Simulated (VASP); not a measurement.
Calculation: PBE GGA, VASP's PBE PAW potentials (set 64) (plane waves; VASP). Each cell was relaxed at this level, without spin-orbit coupling.

Which of these comes out without a gap?
(A) SrO, Fm-3m (225)
(B) Si, Fd-3m (227)
(C) AgI, P6_3mc (186)
(D) CuAu, P4/mmm (123)

D, CuAu, P4/mmm (123). The others have gaps of 3.28 eV (SrO, Fm-3m (225)), 0.61 eV (Si, Fd-3m (227)), 1.37 eV (AgI, P6_3mc (186)).
